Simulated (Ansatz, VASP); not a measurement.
# Cu (Copper): VASP beside Ansatz, part 2 of 2

Aim: how closely do two programs agree when they are given the same cell, functional and k mesh? The cell is taken from a series of runs on this material, whose earlier steps may have relaxed, scaled, displaced or heated it; both programs get it as it stands.

VASP 6.6.1 and Ansatz 0.2.0.

So far: Starting point; Ansatz: elastic constants, PBEsol.

### Step 3. VASP: elastic constants, PBEsol

Level of this step: PBEsol; plane waves and PAW (Cu) (VASP).

The same cell, functional, mesh and smearing now go to VASP, with its own data sets.

Lines of VASP's logs that name or quote its potential files are left out, and so is its time.

File INCAR:

```
SYSTEM = Cu
PREC = Accurate
ENCUT = 600
EDIFF = 1E-08
NELM = 120
ISMEAR = -1
SIGMA = 0.15
LREAL = .FALSE.
ALGO = Normal
GGA = PS
NBANDS = 11
LASPH = .TRUE.
LORBIT = 11
LWAVE = .FALSE.
LCHARG = .FALSE.
ISIF = 3
IBRION = 6
NFREE = 2
POTIM = 0.015
NSW = 1
GGA_COMPAT = .FALSE.
KPAR = 2
```

File POSCAR:

```
Cu
1.0
    0.0000000000      1.7818812835      1.7818812835
    1.7818812835      0.0000000000      1.7818812835
    1.7818812835      1.7818812835      0.0000000000
Cu
1
Direct
    0.0000000000      0.0000000000      0.0000000000
```

File KPOINTS:

```
Automatic mesh
0
Gamma
24 24 24
0 0 0
```

The projector-augmented-wave data sets are Cu (PBE family, release 64).

Run with:

```bash
> mpirun -np 2 vasp_std
```

Numbers of over 12 decimals in the logs are rounded to 6 here.

What it wrote:

```text
[banner, memory and clock lines left out]
running    2 mpi-ranks, on    1 nodes
 distrk:  each k-point on    1 cores,    2 groups
 distr:  one band on    1 cores,    1 groups

 POSCAR found type information on POSCAR Cu
 POSCAR found :  1 types and       1 ions
|                                                                             |
|               ----> ADVICE to this user running VASP <----                  |
|                                                                             |
|     You enforced a specific xc type in the INCAR file but a different       |
|     [... a line on the potential file left out ...]
|     I HOPE YOU KNOW WHAT YOU ARE DOING!                                     |
|                                                                             |

 LDA part: xc-table for (Slater+PW92), standard interpolation
 POSCAR, INCAR and KPOINTS ok, starting setup
 FFT: planning ... GRIDC
 FFT: planning ... GRID_SOFT
 FFT: planning ... GRID
 WAVECAR not read
 entering main loop
       N       E                     dE             d eps       ncg     rms          rms(c)
DAV:   1     0.430616557022E+02    0.43062E+02   -0.60460E+03  9915   0.191E+03
DAV:   2    -0.425784874768E+01   -0.47320E+02   -0.44160E+02  9315   0.216E+02
DAV:   3    -0.541808571660E+01   -0.11602E+01   -0.11535E+01 10302   0.415E+01
DAV:   4    -0.542555806703E+01   -0.74724E-02   -0.74712E-02 10092   0.293E+00
DAV:   5    -0.542562918659E+01   -0.71120E-04   -0.71118E-04 10380   0.285E-01    0.847E+00
DAV:   6    -0.475521895573E+01    0.67041E+00   -0.17825E+01 10503   0.876E+01    0.417E+00
DAV:   7    -0.433461147796E+01    0.42061E+00   -0.27061E+00 10495   0.339E+01    0.595E-01
DAV:   8    -0.432143303187E+01    0.13178E-01   -0.56385E-03 10270   0.124E+00    0.316E-01
DAV:   9    -0.431961952871E+01    0.18135E-02   -0.10128E-02 10736   0.187E+00    0.228E-02
DAV:  10    -0.431962708740E+01   -0.75587E-05   -0.34732E-05 13077   0.103E-01    0.586E-03
DAV:  11    -0.431962813003E+01   -0.10426E-05   -0.46331E-07 10595   0.119E-02    0.374E-04
DAV:  12    -0.431962813574E+01   -0.57141E-08   -0.11759E-08  6797   0.184E-03
   1 F= -.43196281E+01 E0= -.43088815E+01  d E =-.214933E-01
[... from here on, the cycles between the ionic steps are left out ...]
   2 F= -.43188624E+01 E0= -.43080101E+01  d E =-.217046E-01
   3 F= -.43170647E+01 E0= -.43064012E+01  d E =-.213270E-01
   6 F= -.43188624E+01 E0= -.43080102E+01  d E =-.217046E-01
   7 F= -.43170647E+01 E0= -.43064012E+01  d E =-.213270E-01
   8 F= -.43188767E+01 E0= -.43081125E+01  d E =-.215284E-01
   9 F= -.43188762E+01 E0= -.43081120E+01  d E =-.215284E-01
  10 F= -.43188768E+01 E0= -.43081126E+01  d E =-.215284E-01
  11 F= -.43188763E+01 E0= -.43081121E+01  d E =-.215284E-01
  12 F= -.43188768E+01 E0= -.43081126E+01  d E =-.215284E-01
  13 F= -.43188763E+01 E0= -.43081121E+01  d E =-.215284E-01
  14 F= -.43196209E+01 E0= -.43088743E+01  d E =-.214934E-01
 Finite differences progress:
  Degree of freedom:   7/  7
  Displacement:        1/  2
  Total:              13/ 14
 bond charge predicted
       N       E                     dE             d eps       ncg     rms          rms(c)
DAV:   1    -0.431779882992E+01    0.18221E-02   -0.48551E+00 10421   0.186E+01    0.167E-01
DAV:   2    -0.432029516623E+01   -0.24963E-02   -0.33257E-02  9130   0.215E+00    0.109E-01
DAV:   3    -0.431984550665E+01    0.44966E-03   -0.13154E-03 11485   0.624E-01    0.682E-02
DAV:   4    -0.431962596978E+01    0.21954E-03   -0.45524E-04 13164   0.240E-01    0.176E-02
DAV:   5    -0.431962082624E+01    0.51435E-05   -0.50120E-05 11046   0.143E-01    0.348E-03
DAV:   6    -0.431962094721E+01   -0.12097E-06   -0.77953E-07 13427   0.162E-02    0.943E-04
DAV:   7    -0.431962094566E+01    0.15514E-08   -0.75161E-08  9944   0.555E-03
  15 F= -.43196209E+01 E0= -.43088743E+01  d E =-.214932E-01
 Finite differences progress:
  Degree of freedom:   7/  7
  Displacement:        2/  2
  Total:              14/ 14
```

Parts of OUTCAR (step 3):

```text
ion  position               nearest neighbor table
   1  0.000  0.000  0.000-

  LATTYP: Found a face centered cubic cell.
 ALAT       =     3.5637625670

 Subroutine GETGRP returns: Found 48 space group operations
 (whereof 48 operations were pure point group operations)

The static configuration has the point symmetry O_h .

 Found    413 irreducible k-points:

   k-points           NKPTS =    413   k-points in BZ     NKDIM =    413   number of bands    NBANDS=     11

   dimension x,y,z NGX =    20 NGY =   20 NGZ =   20
   dimension x,y,z NGXF=    40 NGYF=   40 NGZF=   40

   ENCUT  =  600.0 eV  44.10 Ry    6.64 a.u.   5.03  5.03  5.03*2*pi/ulx,y,z

   NELECT =      11.0000    total number of electrons

 k-points in reciprocal lattice and weights: Automatic mesh
   0.00000000  0.00000000  0.00000000       0.000
   0.04166667  0.00000000  0.00000000       0.001
   0.08333333  0.00000000  0.00000000       0.001
   0.12500000  0.00000000  0.00000000       0.001
   0.16666667  0.00000000  0.00000000       0.001
   0.20833333  0.00000000  0.00000000       0.001
   0.25000000  0.00000000  0.00000000       0.001
   0.29166667  0.00000000  0.00000000       0.001
   0.33333333  0.00000000  0.00000000       0.001
[...]
-0.29166667  0.50000000  0.20833333       0.001
  -0.25000000  0.50000000  0.25000000       0.000

 average (electrostatic) potential at core
       1 -63.1424

 E-fermi :   7.9560

 k-point     1 :       0.0000    0.0000    0.0000
  band No.  band energies     occupation
    ...
      2       4.7754      2.00000
      3       4.7754      2.00000
      4       4.7754      2.00000
      5       5.6642      2.00000
      6       5.6642      2.00000
      7      30.8662      0.00000
      8      33.8152      0.00000
      9      33.8152      0.00000
     10      33.8152      0.00000
     11      36.3326      0.00000

 k-point     2 :       0.0417    0.0000    0.0000
  band No.  band energies     occupation
    ...
      2       4.7607      2.00000
      3       4.7885      2.00000
      4       4.7885      2.00000
      5       5.6588      2.00000
      6       5.6588      2.00000
      7      30.5747      0.00000
      8      32.7704      0.00000
      9      33.5896      0.00000
     10      33.5896      0.00000
     11      36.6483      0.00000

 k-point     3 :       0.0833    0.0000    0.0000
  band No.  band energies     occupation
    ...
      2       4.7187      2.00000
      3       4.8249      2.00000
      4       4.8249      2.00000
      5       5.6454      2.00000
      6       5.6454      2.00000
      7      29.2481      0.00000
      8      31.8816      0.00000
      9      33.1126      0.00000
     10      33.1126      0.00000
     11      37.3802      0.00000

  Total        0.0597615      0.0597615      0.0597615      0.0000000      0.0000000      0.0000000
  in kB        8.4618559      8.4618559      8.4618559      0.0000000      0.0000000      0.0000000
  external PRESSURE =       8.4618559 kB  Pullay stress =       0.0000000 kB

  energy-cutoff  :      600.00
  volume of cell :       11.32
      direct lattice vectors                 reciprocal lattice vectors
     0.000000000  1.781881283  1.781881283    -0.280602308  0.280602308  0.280602308
     1.781881283  0.000000000  1.781881283     0.280602308 -0.280602308  0.280602308
     1.781881283  1.781881283  0.000000000     0.280602308  0.280602308 -0.280602308

 POSITION                                       TOTAL-FORCE (eV/Angst)
 -----------------------------------------------------------------------------------
     -0.01500      0.00000      0.00000         0.000000      0.000000     -0.000000
 -----------------------------------------------------------------------------------
    total drift:                               -0.000026     -0.000001     -0.000001

  FREE ENERGIE OF THE ION-ELECTRON SYSTEM (eV)
  ---------------------------------------------------
  free  energy   TOTEN  =        -4.3196209457 eV

  energy  without entropy=       -4.2981277464  energy(sigma->0) =       -4.30887435

  SYMMETRIZED ELASTIC MODULI (kBar)
 Direction    XX          YY          ZZ          XY          YZ          ZX
 --------------------------------------------------------------------------------
 XX        2084.7329   1466.4178   1466.4178     -0.0000      0.0000      0.0000
 YY        1466.4178   2084.7329   1466.4178      0.0000      0.0000      0.0000
 ZZ        1466.4178   1466.4178   2084.7329     -0.0000      0.0000     -0.0000
 XY          -0.0000      0.0000     -0.0000    952.4813      0.0000      0.0000
 YZ           0.0000      0.0000      0.0000      0.0000    952.4813      0.0000
 ZX           0.0000      0.0000     -0.0000      0.0000      0.0000    952.4813
 --------------------------------------------------------------------------------

 Eigenvectors and eigenvalues of the dynamical matrix
 ----------------------------------------------------

   1 f  =    0.000000 THz     0.000000 2PiTHz    0.000000 cm-1     0.000000 meV
             X         Y         Z           dx          dy          dz
      0.000000  0.000000  0.000000     0.661336    0.713709   -0.230769

   2 f  =    0.000000 THz     0.000000 2PiTHz    0.000000 cm-1     0.000000 meV
             X         Y         Z           dx          dy          dz
      0.000000  0.000000  0.000000    -0.138722   -0.185973   -0.972713

   3 f  =    0.000000 THz     0.000000 2PiTHz    0.000000 cm-1     0.000000 meV
             X         Y         Z           dx          dy          dz
      0.000000  0.000000  0.000000     0.737151   -0.675303    0.023984

 ELASTIC MODULI CONTR FROM IONIC RELAXATION (kBar)
 Direction    XX          YY          ZZ          XY          YZ          ZX
 --------------------------------------------------------------------------------
 XX           0.0000      0.0000      0.0000      0.0000      0.0000      0.0000
 YY           0.0000      0.0000      0.0000      0.0000      0.0000      0.0000
 ZZ           0.0000      0.0000      0.0000      0.0000      0.0000      0.0000
 XY           0.0000      0.0000      0.0000      0.0000      0.0000      0.0000
 YZ           0.0000      0.0000      0.0000      0.0000      0.0000      0.0000
 ZX           0.0000      0.0000      0.0000      0.0000      0.0000      0.0000
 --------------------------------------------------------------------------------

 TOTAL ELASTIC MODULI (kBar)
 Direction    XX          YY          ZZ          XY          YZ          ZX
 --------------------------------------------------------------------------------
 XX        2084.7329   1466.4178   1466.4178     -0.0000      0.0000      0.0000
 YY        1466.4178   2084.7329   1466.4178      0.0000      0.0000      0.0000
 ZZ        1466.4178   1466.4178   2084.7329     -0.0000      0.0000     -0.0000
 XY          -0.0000      0.0000     -0.0000    952.4813      0.0000      0.0000
 YZ           0.0000      0.0000      0.0000      0.0000    952.4813      0.0000
 ZX           0.0000      0.0000     -0.0000      0.0000      0.0000    952.4813
 --------------------------------------------------------------------------------

 total charge
# of ion       s       p       d       tot
------------------------------------------
    1        0.465   0.418   9.170  10.054

[... 3 further parts left out ...]
```

The last energy, forces, stress and levels in OUTCAR belong to the last displaced cell, not to the cell of POSCAR.

Levels, forces or a CONTCAR printed for this step are those of its last displaced cell, not of the structure at rest.

### Step 4. Comparison

Known differences besides the potentials themselves: the data sets hold 19 valence electrons in Ansatz (on its PAW soft_1 files) and 11 in VASP; the cutoff is 550 eV in Ansatz and 600 eV in VASP; Ansatz makes its cores anew for this functional, VASP keeps those of its PBE data sets; VASP takes each elastic constant from one size of strain, Ansatz from those that its log lists. Total energies have different zeros and are not compared.

Both answers:

```
 quantity  Ansatz   VASP  difference
C11 (GPa)   209.9  208.5     +0.67 %
C22 (GPa)   209.9  208.5     +0.67 %
C33 (GPa)   209.9  208.5     +0.67 %
C12 (GPa)   146.8  146.6     +0.08 %
C13 (GPa)   146.8  146.6     +0.08 %
C23 (GPa)   146.8  146.6     +0.08 %
C44 (GPa)    95.1   95.2     -0.14 %
C55 (GPa)    95.1   95.2     -0.14 %
C66 (GPa)    95.1   95.2     -0.14 %
```

### Step 5. Outcome

```
difference in C11 (elastic constants, PBEsol) : 0.67 %
```

**Reading.** The difference in C11 is 0.67 % (elastic constants, PBEsol), within the 5 % picked in this series as the mark of a large difference. The data sets hold unlike numbers of valence electrons (19 in Ansatz and 11 in VASP), so part of the differences comes from the potentials. Such differences can come from data sets, numerical settings and the points named under the comparisons, not from the functional's error against experiment.

[Lines on the potential files, build, host, timing and source positions are cut from VASP's logs without a mark.]

[Logs are printed without paths, hosts, clocks, repeated set-up lines and the standing remarks that a program may print on its own settings, such as how far it seeks lower states.]

[Hosts, paths, dates, database ids (printed as entryN), source tags and the programs' standing remarks are cut or masked in the printed files.]
